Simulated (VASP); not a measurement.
Data:

```xyz
4
Lattice="4.3050 0.0000 0.0000 -2.1525 3.7283 0.0000 0.0000 0.0000 7.0935" Properties=species:S:1:pos:R:3 pbc="T T T"
Ga     0.0000     2.4855     0.0031
Ga     2.1525     1.2428     3.5498
Sb     0.0000     2.4855     2.6570
Sb     2.1525     1.2428     6.2037
```

All values below come from PBEsol GGA, VASP's PBE PAW potentials (set 64) (plane waves; VASP). Settings: 400 eV cut-off, Gaussian smearing of 0.050 eV, potentials Ga_d Sb.

Unless said otherwise, spin-orbit coupling is left out, though it shifts the bands of the heavy elements here.

Give the energies of bands 13 to 21 at the high-symmetry points, in eV from the valence-band maximum.

```json
[
 {"band": "13", "Γ": "-6.53", "M": "-6.92", "K": "-6.36", "A": "-4.20", "L": "-6.66", "H": "-6.76"},
 {"band": "14", "Γ": "-1.30", "M": "-5.81", "K": "-6.36", "A": "-4.20", "L": "-6.66", "H": "-6.76"},
 {"band": "15", "Γ": "-1.30", "M": "-3.98", "K": "-4.33", "A": "-0.76", "L": "-2.22", "H": "-3.71"},
 {"band": "16", "Γ": "-0.21", "M": "-2.69", "K": "-3.01", "A": "-0.76", "L": "-2.22", "H": "-3.71"},
 {"band": "17", "Γ": "0.00", "M": "-2.42", "K": "-3.01", "A": "-0.76", "L": "-2.10", "H": "-1.77"},
 {"band": "18", "Γ": "0.00", "M": "-1.27", "K": "-2.78", "A": "-0.76", "L": "-2.10", "H": "-1.77"},
 {"band": "19", "Γ": "0.03", "M": "0.70", "K": "1.62", "A": "0.75", "L": "0.67", "H": "1.33"},
 {"band": "20", "Γ": "0.08", "M": "1.60", "K": "3.95", "A": "0.75", "L": "0.67", "H": "1.33"},
 {"band": "21", "Γ": "2.49", "M": "3.28", "K": "3.95", "A": "3.35", "L": "2.18", "H": "3.90"}
]
```

The gap is direct, 0.03 eV, from the valence maximum at Γ to the conduction minimum at Γ.

The structure was generated: GaSb was put into the wurtzite type (P6_3mc), which need not be its known phase. It was relaxed first.
